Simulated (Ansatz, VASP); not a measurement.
# LiH10C6IN2O2 (LiH10C6IN2O2 (C2/c)) in two plane-wave programs

Aim: how closely do two programs agree when they are given the same cell, functional and k mesh? The structure shown is the start of the Ansatz relaxation below; VASP solves that cell, so the two are compared at the walk's first step.

Method: plane waves, with VASP 6.6.1 beside it; single point at PBE with D3(BJ), in Ansatz 0.2.0.

### 1. The starting structure

The cell holds 176 atoms: 8 Li, 80 H, 48 C, 8 I, 16 N and 16 O. Cell: a = 13.365 Å, b = 13.330 Å, c = 10.505 Å, α = 90.0°, β = 100.7°, γ = 90.0°. It derives from LiH10C6IN2O2 (C2/c), repeated 1×1×1. As first built, before any earlier steps moved the atoms (in the runner's words): LiH10C6IN2O2, space group C2/c, measured structure (Crystallography Open Database), 1 x 1 x 1 conventional cells; every coordinate displaced by a Gaussian of 0.03 A; bonds to H set to neutron lengths (C-H 1.089, N-H 1.015, O-H 0.983, B-H 1.19 A) where the measured ones are shorter.

### 2. Ansatz: relaxation, PBE with D3(BJ)

Ansatz runs on its default PAW (the set named soft_2) files.

The two programs are compared at the cell with which this relaxation starts, whose forces are those of its first step.

Input file input.yaml:

```yaml
crystal:
  lattice:
    - [13.36503, 0.00094, -0.10316]
    - [0.00094, 13.33043, -0.00026]
    - [-1.87166, -0.00033, 10.33652]
  atoms:
    - { symbol: Li, position: [0.2247, 0.29343, 0.74441] }
    - { symbol: Li, position: [0.77551, 0.29316, 0.75642] }
    - { symbol: Li, position: [0.72462, 0.79364, 0.74432] }
    - { symbol: Li, position: [0.27522, 0.79328, 0.75625] }
    - { symbol: Li, position: [0.77539, 0.70675, 0.25623] }
    - { symbol: Li, position: [0.22476, 0.7068, 0.24447] }
    - { symbol: Li, position: [0.27589, 0.20731, 0.25649] }
    - { symbol: Li, position: [0.72479, 0.20629, 0.24438] }
    - { symbol: H, position: [0.8522, 0.49301, 0.99009] }
    - { symbol: H, position: [0.14886, 0.49233, 0.51027] }
    - { symbol: H, position: [0.35109, 0.99246, 0.99006] }
    - { symbol: H, position: [0.64836, 0.99241, 0.51034] }
    - { symbol: H, position: [0.14839, 0.50782, 0.01016] }
    - { symbol: H, position: [0.85165, 0.50716, 0.49003] }
    - { symbol: H, position: [0.64868, 0.00774, 0.01068] }
    - { symbol: H, position: [0.35205, 0.00731, 0.4907] }
    - { symbol: H, position: [0.7307, 0.46661, 0.90985] }
    - { symbol: H, position: [0.27061, 0.46634, 0.58997] }
    - { symbol: H, position: [0.22915, 0.96667, 0.91084] }
    - { symbol: H, position: [0.76989, 0.9661, 0.59052] }
    - { symbol: H, position: [0.27001, 0.53439, 0.08975] }
    - { symbol: H, position: [0.72999, 0.5332, 0.41] }
    - { symbol: H, position: [0.77041, 0.03377, 0.0904] }
    - { symbol: H, position: [0.23055, 0.03371, 0.41047] }
    - { symbol: H, position: [0.66192, 0.54114, 0.08762] }
    - { symbol: H, position: [0.3385, 0.5413, 0.4118] }
    - { symbol: H, position: [0.16183, 0.04175, 0.08931] }
    - { symbol: H, position: [0.83852, 0.04085, 0.41276] }
    - { symbol: H, position: [0.33823, 0.45942, 0.91178] }
    - { symbol: H, position: [0.66171, 0.4585, 0.58799] }
    - { symbol: H, position: [0.8384, 0.95914, 0.91212] }
    - { symbol: H, position: [0.16178, 0.95918, 0.58825] }
    - { symbol: H, position: [0.74305, 0.44309, 0.13596] }
    - { symbol: H, position: [0.25757, 0.44309, 0.3637] }
    - { symbol: H, position: [0.24289, 0.94361, 0.13737] }
    - { symbol: H, position: [0.75758, 0.94267, 0.3645] }
    - { symbol: H, position: [0.25689, 0.55732, 0.86347] }
    - { symbol: H, position: [0.74264, 0.55669, 0.63622] }
    - { symbol: H, position: [0.7573, 0.05727, 0.86416] }
    - { symbol: H, position: [0.24299, 0.05715, 0.63663] }
    - { symbol: H, position: [0.05174, 0.7588, 0.62072] }
    - { symbol: H, position: [0.94806, 0.75912, 0.88046] }
    - { symbol: H, position: [0.55202, 0.25899, 0.62116] }
    - { symbol: H, position: [0.44842, 0.25947, 0.88027] }
    - { symbol: H, position: [0.94856, 0.24066, 0.37998] }
    - { symbol: H, position: [0.05188, 0.24132, 0.12076] }
    - { symbol: H, position: [0.44828, 0.74039, 0.38019] }
    - { symbol: H, position: [0.55184, 0.74184, 0.12062] }
    - { symbol: H, position: [0.01078, 0.86109, 0.52449] }
    - { symbol: H, position: [0.98943, 0.8613, 0.97668] }
    - { symbol: H, position: [0.51101, 0.36124, 0.52488] }
    - { symbol: H, position: [0.48979, 0.36135, 0.97706] }
    - { symbol: H, position: [0.99001, 0.1386, 0.47638] }
    - { symbol: H, position: [0.01094, 0.13907, 0.02442] }
    - { symbol: H, position: [0.48987, 0.63854, 0.47691] }
    - { symbol: H, position: [0.51106, 0.6394, 0.02458] }
    - { symbol: H, position: [0.05055, 0.72071, 0.39916] }
    - { symbol: H, position: [0.94959, 0.72092, 0.102] }
    - { symbol: H, position: [0.55103, 0.22077, 0.39974] }
    - { symbol: H, position: [0.4495, 0.2206, 0.10149] }
    - { symbol: H, position: [0.94954, 0.27894, 0.60138] }
    - { symbol: H, position: [0.05074, 0.27955, 0.89929] }
    - { symbol: H, position: [0.44934, 0.77915, 0.60141] }
    - { symbol: H, position: [0.55033, 0.77986, 0.89898] }
    - { symbol: H, position: [0.9628, 0.64734, 0.45588] }
    - { symbol: H, position: [0.03722, 0.64749, 0.04509] }
    - { symbol: H, position: [0.4631, 0.14749, 0.45624] }
    - { symbol: H, position: [0.53719, 0.14731, 0.04448] }
    - { symbol: H, position: [0.03714, 0.35255, 0.54471] }
    - { symbol: H, position: [0.96288, 0.35283, 0.95598] }
    - { symbol: H, position: [0.53693, 0.85261, 0.54448] }
    - { symbol: H, position: [0.46243, 0.853, 0.95576] }
    - { symbol: H, position: [0.86143, 0.55055, 0.21467] }
    - { symbol: H, position: [0.13867, 0.55045, 0.28583] }
    - { symbol: H, position: [0.36178, 0.05094, 0.21476] }
    - { symbol: H, position: [0.63891, 0.05007, 0.28596] }
    - { symbol: H, position: [0.13846, 0.44961, 0.78577] }
    - { symbol: H, position: [0.86136, 0.44938, 0.71459] }
    - { symbol: H, position: [0.63859, 0.94985, 0.78607] }
    - { symbol: H, position: [0.36131, 0.94957, 0.71516] }
    - { symbol: H, position: [0.92355, 0.81781, 0.30495] }
    - { symbol: H, position: [0.07667, 0.81791, 0.19608] }
    - { symbol: H, position: [0.42423, 0.31795, 0.30518] }
    - { symbol: H, position: [0.57669, 0.31739, 0.19615] }
    - { symbol: H, position: [0.0767, 0.18228, 0.69597] }
    - { symbol: H, position: [0.92385, 0.18239, 0.80491] }
    - { symbol: H, position: [0.57657, 0.68257, 0.69617] }
    - { symbol: H, position: [0.42355, 0.6824, 0.80499] }
    - { symbol: C, position: [0.76923, 0.61152, 0.91625] }
    - { symbol: C, position: [0.23142, 0.6111, 0.58402] }
    - { symbol: C, position: [0.26858, 0.11134, 0.91661] }
    - { symbol: C, position: [0.73116, 0.11096, 0.58436] }
    - { symbol: C, position: [0.2315, 0.38946, 0.08423] }
    - { symbol: C, position: [0.76902, 0.38841, 0.41636] }
    - { symbol: C, position: [0.73138, 0.889, 0.08424] }
    - { symbol: C, position: [0.26914, 0.8888, 0.41675] }
    - { symbol: C, position: [0.77509, 0.5173, 0.97517] }
    - { symbol: C, position: [0.22584, 0.51695, 0.52489] }
    - { symbol: C, position: [0.27415, 0.01721, 0.97576] }
    - { symbol: C, position: [0.72543, 0.0168, 0.52527] }
    - { symbol: C, position: [0.22548, 0.48351, 0.02484] }
    - { symbol: C, position: [0.77463, 0.48264, 0.47527] }
    - { symbol: C, position: [0.7257, 0.98319, 0.02524] }
    - { symbol: C, position: [0.27495, 0.983, 0.47576] }
    - { symbol: C, position: [0.7388, 0.51781, 0.10029] }
    - { symbol: C, position: [0.26171, 0.51777, 0.3995] }
    - { symbol: C, position: [0.23862, 0.01823, 0.10137] }
    - { symbol: C, position: [0.76169, 0.0174, 0.40014] }
    - { symbol: C, position: [0.26134, 0.48269, 0.89944] }
    - { symbol: C, position: [0.73852, 0.48199, 0.60051] }
    - { symbol: C, position: [0.76157, 0.98256, 0.89985] }
    - { symbol: C, position: [0.23868, 0.98245, 0.60089] }
    - { symbol: C, position: [0.90326, 0.79155, 0.60083] }
    - { symbol: C, position: [0.09661, 0.79151, 0.89991] }
    - { symbol: C, position: [0.4035, 0.2916, 0.60115] }
    - { symbol: C, position: [0.59702, 0.29167, 0.90022] }
    - { symbol: C, position: [0.09721, 0.2086, 0.39991] }
    - { symbol: C, position: [0.90339, 0.20857, 0.10081] }
    - { symbol: C, position: [0.59694, 0.70839, 0.40005] }
    - { symbol: C, position: [0.40344, 0.70879, 0.10098] }
    - { symbol: C, position: [0.99198, 0.78675, 0.54847] }
    - { symbol: C, position: [0.00802, 0.78693, 0.95256] }
    - { symbol: C, position: [0.49226, 0.28689, 0.54886] }
    - { symbol: C, position: [0.50832, 0.28703, 0.95264] }
    - { symbol: C, position: [0.00847, 0.21301, 0.45228] }
    - { symbol: C, position: [0.99212, 0.21339, 0.04847] }
    - { symbol: C, position: [0.50825, 0.7129, 0.45252] }
    - { symbol: C, position: [0.49209, 0.7137, 0.04848] }
    - { symbol: C, position: [0.98009, 0.72173, 0.43208] }
    - { symbol: C, position: [0.01999, 0.72189, 0.06894] }
    - { symbol: C, position: [0.48049, 0.22186, 0.43248] }
    - { symbol: C, position: [0.52, 0.22164, 0.06867] }
    - { symbol: C, position: [0.02005, 0.27811, 0.56857] }
    - { symbol: C, position: [0.98025, 0.27847, 0.93214] }
    - { symbol: C, position: [0.51985, 0.77824, 0.5686] }
    - { symbol: C, position: [0.47992, 0.77865, 0.93201] }
    - { symbol: I, position: [0.9998, 0.55227, 0.75034] }
    - { symbol: I, position: [0.49989, 0.05238, 0.75077] }
    - { symbol: I, position: [2.0e-05, 0.44781, 0.25057] }
    - { symbol: I, position: [0.50002, 0.94777, 0.25057] }
    - { symbol: I, position: [0.00014, 0.03538, 0.75049] }
    - { symbol: I, position: [0.50038, 0.53552, 0.75072] }
    - { symbol: I, position: [0.00022, 0.96476, 0.25074] }
    - { symbol: I, position: [0.50056, 0.46474, 0.25036] }
    - { symbol: "N", position: [0.76393, 0.68735, 0.86982] }
    - { symbol: "N", position: [0.23644, 0.68683, 0.6307] }
    - { symbol: "N", position: [0.26357, 0.18709, 0.86999] }
    - { symbol: "N", position: [0.73634, 0.18669, 0.63106] }
    - { symbol: "N", position: [0.23688, 0.3138, 0.13111] }
    - { symbol: "N", position: [0.76392, 0.31259, 0.36991] }
    - { symbol: "N", position: [0.73648, 0.81324, 0.13085] }
    - { symbol: "N", position: [0.26391, 0.81302, 0.37018] }
    - { symbol: "N", position: [0.83132, 0.79569, 0.64073] }
    - { symbol: "N", position: [0.16845, 0.79543, 0.85978] }
    - { symbol: "N", position: [0.33155, 0.29563, 0.64101] }
    - { symbol: "N", position: [0.66893, 0.29561, 0.86023] }
    - { symbol: "N", position: [0.16915, 0.2048, 0.36] }
    - { symbol: "N", position: [0.83146, 0.20441, 0.14071] }
    - { symbol: "N", position: [0.66882, 0.70452, 0.36002] }
    - { symbol: "N", position: [0.33155, 0.70462, 0.14097] }
    - { symbol: O, position: [0.79538, 0.58111, 0.18907] }
    - { symbol: O, position: [0.20473, 0.58103, 0.31106] }
    - { symbol: O, position: [0.29576, 0.08163, 0.18945] }
    - { symbol: O, position: [0.70498, 0.0806, 0.31136] }
    - { symbol: O, position: [0.20458, 0.41916, 0.81115] }
    - { symbol: O, position: [0.79534, 0.41875, 0.68914] }
    - { symbol: O, position: [0.70469, 0.9193, 0.81132] }
    - { symbol: O, position: [0.29523, 0.91908, 0.68959] }
    - { symbol: O, position: [0.90295, 0.75444, 0.33569] }
    - { symbol: O, position: [0.09724, 0.75456, 0.1652] }
    - { symbol: O, position: [0.4035, 0.25464, 0.33596] }
    - { symbol: O, position: [0.59714, 0.254, 0.16529] }
    - { symbol: O, position: [0.09721, 0.24564, 0.66508] }
    - { symbol: O, position: [0.90318, 0.24574, 0.83568] }
    - { symbol: O, position: [0.59702, 0.74592, 0.66521] }
    - { symbol: O, position: [0.4028, 0.74571, 0.83575] }
kpoints:
  mp_grid: { grid: [1, 1, 1] }
hamiltonian:
  xc: pbe
  dispersion: d3bj
scf:
  occupations: { method: fermi_dirac, width: 0.05 }
output:
  forces: true
  eigenvalues: true
  stress: true
relax:
  f_tol: 0.05
  max_steps: 70
```

The run is started by

```sh
ansatz run input.yaml --threads 4 --pin off --max-ram 8192MiB --backend cpu --events-out ev --progress --plain --runs-dir out
```

Numbers of over 12 decimals in the logs are rounded to 6 here.

What it wrote:

```text
Warning: output.stress: scf.convergence.dr2_threshold = 1e-7 eV (the SCF's general default) is looser than the 1.08e-8 eV advised for a printed stress (1e-10 eV for each atom of the cell: 176, of which 108 are counted). What an SCF threshold leaves in a stress goes as its square root, and in the free energy as the threshold itself, and one threshold admits the most on a small cell: [figures from the program's tests c [...]
Engine: ansatz 0.2.0, x86_64-unknown-linux-gnu
Pseudopotentials: kind: paw
Pseudopotential: Li, paw, valence charge 3, recommended cutoff 420 eV (normal), Li.paw.azcp
Pseudopotential: H, paw, valence charge 1, recommended cutoff 420 eV (normal), H.paw.azcp
Pseudopotential: C, paw, valence charge 4, recommended cutoff 420 eV (normal), C.paw.azcp
Pseudopotential: I, paw, valence charge 17, recommended cutoff 420 eV (normal), I.paw.azcp
Pseudopotential: N, paw, valence charge 5, recommended cutoff 420 eV (normal), N.paw.azcp
Pseudopotential: O, paw, valence charge 6, recommended cutoff 420 eV (normal), O.paw.azcp
Functional definition: PBE
  parameter kappa = 0.804
  parameter beta = 0.066725
  exchange = pbe_x(kappa = kappa, mu = beta*pi^2/3)
  correlation = pbe_c(beta = beta)
Crystal: 176 atoms, lattice volume = 1838.997 Å³
Basis set: ecut = 420 eV, 35951 PW (Γ), exchange–correlation on 180×180×144 points (8 copies of the dense FFT grid, shifted against one another)
Bands: 480, of which v1, the nominal top of the filled ones, is band 304 counted from 1 (303 counted from 0)
Symmetry: 1 space group operations
Space group: P1 (ITA 1), of the structure as read, at distance tolerance 1.2e-4 Å
k-points: 1
Non-local potential: Li, projectors of the file, l = 0: 3, l = 1: 2, l = 2: 1
Non-local potential: H, projectors of the file, l = 0: 2, l = 1: 1
Non-local potential: C, projectors of the file, l = 0: 2, l = 1: 2, l = 2: 1
Non-local potential: I, projectors of the file, l = 0: 2, l = 1: 2, l = 2: 2, l = 3: 2
Non-local potential: N, projectors of the file, l = 0: 2, l = 1: 2, l = 2: 1
Non-local potential: O, projectors of the file, l = 0: 2, l = 1: 2, l = 2: 1
PAW form: soft (Blöchl's): semilocal exchange-correlation on the pseudo side does not see the compensation charge
PAW one-centre angular grid: Li, 110 points (default); XC on 64 Gauss nodes
PAW one-centre angular grid: H, 110 points (default); XC on 64 Gauss nodes
PAW one-centre angular grid: C, 110 points (default); XC on 64 Gauss nodes
PAW one-centre angular grid: I, 590 points (default); XC on 64 Gauss nodes
PAW one-centre angular grid: N, 110 points (default); XC on 64 Gauss nodes
PAW one-centre angular grid: O, 110 points (default); XC on 64 Gauss nodes
Initial density: superposition of atomic densities (neutral atoms: chi_scale 0, normalization atom), corrected by the library's trained network
Initial wavefunctions: pseudopotential atomic-orbital guess
Functional: x = pbe(κ = 0.804, μ = 0.219515), c = pbe(β = 0.066725)
SCF iter   1: F=—  HF=-90305.559475 eV  |F-HF|=—  |Δ(HF+E_count)|=         —  Δρ=4.17e-3  dr2=2.39e-1  ethr=1.77e-3  ⟨swp⟩=6.0  Hψ=2187  notcnv=0  defer=115
preconditioner: auto → Resta (q_TF=auto, 2.269 Å⁻¹)  ε∞=2.6  [insulator: Δε(μ)=4.584 eV  Ē_g=14.824 eV  σ=0.050 eV  W_gap=1.00  n_scr=362 (ndim 8)  ℏωp=19.0 eV  f_vac=0.091  D(μ)=0.00/eV (n_scr^D=0)  ε∞_Penn≈2.6]
SCF iter   2: F=—  HF=-90305.551696 eV  |F-HF|=—  |Δ(HF+E_count)|=   7.78e-3  Δρ=1.97e-3  dr2=5.05e-2  ethr=3.94e-5  ⟨swp⟩=3.0  Hψ=971  notcnv=0  defer=138
SCF iter   3: F=—  HF=-90305.563554 eV  |F-HF|=—  |Δ(HF+E_count)|=   1.19e-2  Δρ=7.58e-4  dr2=1.06e-2  ethr=8.31e-6  ⟨swp⟩=2.0  Hψ=483  notcnv=0  defer=138
SCF iter   4: F=—  HF=-90305.563602 eV  |F-HF|=—  |Δ(HF+E_count)|=   4.77e-5  Δρ=2.97e-4  dr2=1.93e-3  ethr=1.75e-6  ⟨swp⟩=2.0  Hψ=554  notcnv=0  defer=138
SCF iter   5: F=—  HF=-90305.563751 eV  |F-HF|=—  |Δ(HF+E_count)|=   1.49e-4  Δρ=9.60e-5  dr2=1.83e-4  ethr=3.18e-7  ⟨swp⟩=2.0  Hψ=555  notcnv=0  defer=138
[...]
- { symbol: H, position: [0.976290, 0.362036, 0.960538] }
    - { symbol: H, position: [0.523880, 0.861913, 0.540264] }
    - { symbol: H, position: [0.476078, 0.861625, 0.960522] }
    - { symbol: H, position: [0.856530, 0.543902, 0.216527] }
    - { symbol: H, position: [0.143671, 0.543603, 0.284544] }
    - { symbol: H, position: [0.356734, 0.043896, 0.216259] }
    - { symbol: H, position: [0.643811, 0.043735, 0.284309] }
    - { symbol: H, position: [0.143661, 0.456234, 0.784096] }
    - { symbol: H, position: [0.856557, 0.456439, 0.716053] }
    - { symbol: H, position: [0.643594, 0.956426, 0.784659] }
    - { symbol: H, position: [0.356432, 0.956368, 0.716648] }
    - { symbol: H, position: [0.927378, 0.812531, 0.300998] }
    - { symbol: H, position: [0.072546, 0.812247, 0.199489] }
    - { symbol: H, position: [0.427818, 0.312417, 0.301326] }
    - { symbol: H, position: [0.572948, 0.312443, 0.199807] }
    - { symbol: H, position: [0.072857, 0.187604, 0.699832] }
    - { symbol: H, position: [0.927680, 0.187913, 0.801364] }
    - { symbol: H, position: [0.572617, 0.687881, 0.699564] }
    - { symbol: H, position: [0.427412, 0.687655, 0.801086] }
    - { symbol: C, position: [0.767210, 0.606641, 0.912922] }
    - { symbol: C, position: [0.233253, 0.606623, 0.587625] }
    - { symbol: C, position: [0.267036, 0.106571, 0.913104] }
    - { symbol: C, position: [0.733105, 0.106640, 0.587865] }
    - { symbol: C, position: [0.233185, 0.393690, 0.087725] }
    - { symbol: C, position: [0.767053, 0.393403, 0.412999] }
    - { symbol: C, position: [0.733183, 0.893601, 0.087759] }
    - { symbol: C, position: [0.267084, 0.893420, 0.413079] }
    - { symbol: C, position: [0.773698, 0.508009, 0.969967] }
    - { symbol: C, position: [0.227105, 0.507888, 0.530873] }
    - { symbol: C, position: [0.273174, 0.00788346, 0.969981] }
    - { symbol: C, position: [0.726644, 0.00799298, 0.530851] }
    - { symbol: C, position: [0.226701, 0.492284, 0.030564] }
    - { symbol: C, position: [0.773195, 0.492153, 0.469701] }
    - { symbol: C, position: [0.727039, 0.992316, 0.030966] }
    - { symbol: C, position: [0.273564, 0.992076, 0.470073] }
    - { symbol: C, position: [0.732496, 0.505778, 0.096331] }
    - { symbol: C, position: [0.268023, 0.505641, 0.404308] }
    - { symbol: C, position: [0.232355, 0.00583782, 0.096622] }
    - { symbol: C, position: [0.767879, 0.00568433, 0.404512] }
    - { symbol: C, position: [0.267781, 0.494406, 0.904110] }
    - { symbol: C, position: [0.732241, 0.494418, 0.596241] }
    - { symbol: C, position: [0.767930, 0.994466, 0.904382] }
    - { symbol: C, position: [0.232357, 0.994399, 0.596437] }
[...]
- { symbol: C, position: [0.991562, 0.715344, 0.431976] }
    - { symbol: C, position: [0.00840865, 0.714918, 0.068669] }
    - { symbol: C, position: [0.491867, 0.215016, 0.432128] }
    - { symbol: C, position: [0.508670, 0.215328, 0.068808] }
    - { symbol: C, position: [0.00865308, 0.284722, 0.568781] }
    - { symbol: C, position: [0.991803, 0.285303, 0.932121] }
    - { symbol: C, position: [0.508439, 0.785176, 0.568712] }
    - { symbol: C, position: [0.491532, 0.784898, 0.932022] }
    - { symbol: I, position: [1.000138, 0.555348, 0.749899] }
    - { symbol: I, position: [0.500024, 0.055369, 0.750734] }
    - { symbol: I, position: [4.487264668816965e-5, 0.444781, 0.250872] }
    - { symbol: I, position: [0.500195, 0.944804, 0.250212] }
    - { symbol: I, position: [0.000123557, 0.031644, 0.750604] }
    - { symbol: I, position: [0.500217, 0.531654, 0.750376] }
    - { symbol: I, position: [0.000105825, 0.968515, 0.250230] }
    - { symbol: I, position: [0.500260, 0.468564, 0.250452] }
    - { symbol: N, position: [0.760965, 0.686583, 0.869001] }
    - { symbol: N, position: [0.239200, 0.686632, 0.631350] }
    - { symbol: N, position: [0.261101, 0.186563, 0.869336] }
    - { symbol: N, position: [0.739329, 0.186578, 0.631804] }
    - { symbol: N, position: [0.239416, 0.313783, 0.131755] }
    - { symbol: N, position: [0.761110, 0.313370, 0.369349] }
    - { symbol: N, position: [0.739132, 0.813592, 0.131475] }
    - { symbol: N, position: [0.260852, 0.813474, 0.369159] }
    - { symbol: N, position: [0.832396, 0.791952, 0.635838] }
    - { symbol: N, position: [0.167667, 0.791533, 0.864899] }
    - { symbol: N, position: [0.332609, 0.291632, 0.635887] }
    - { symbol: N, position: [0.667886, 0.291904, 0.865005] }
    - { symbol: N, position: [0.167948, 0.208312, 0.364977] }
    - { symbol: N, position: [0.832617, 0.208510, 0.135878] }
    - { symbol: N, position: [0.667726, 0.708530, 0.364974] }
    - { symbol: N, position: [0.332391, 0.708321, 0.135907] }
    - { symbol: O, position: [0.786765, 0.572840, 0.189741] }
    - { symbol: O, position: [0.213462, 0.572557, 0.310924] }
    - { symbol: O, position: [0.286958, 0.072879, 0.189793] }
    - { symbol: O, position: [0.713585, 0.072658, 0.310997] }
    - { symbol: O, position: [0.213433, 0.427302, 0.810823] }
    - { symbol: O, position: [0.786769, 0.427488, 0.689633] }
    - { symbol: O, position: [0.713385, 0.927471, 0.811101] }
    - { symbol: O, position: [0.286665, 0.927430, 0.689951] }
    - { symbol: O, position: [0.909848, 0.745314, 0.332199] }
    - { symbol: O, position: [0.090089, 0.744982, 0.168436] }
    - { symbol: O, position: [0.410227, 0.245165, 0.332356] }
    - { symbol: O, position: [0.590418, 0.245205, 0.168591] }
    - { symbol: O, position: [0.090368, 0.254817, 0.668597] }
    - { symbol: O, position: [0.910128, 0.255187, 0.832382] }
    - { symbol: O, position: [0.590128, 0.755142, 0.668490] }
    - { symbol: O, position: [0.409838, 0.754874, 0.832258] }
```

(Part 1 of 2 ends here.)

[Lines on the potential files, build, host, timing and source positions are cut from VASP's logs without a mark.]

[Logs are printed without paths, hosts, clocks, repeated set-up lines and the standing remarks that a program may print on its own settings, such as how far it seeks lower states.]

[Hosts, paths, dates, database ids (printed as entryN), source tags and the programs' standing remarks are cut or masked in the printed files.]
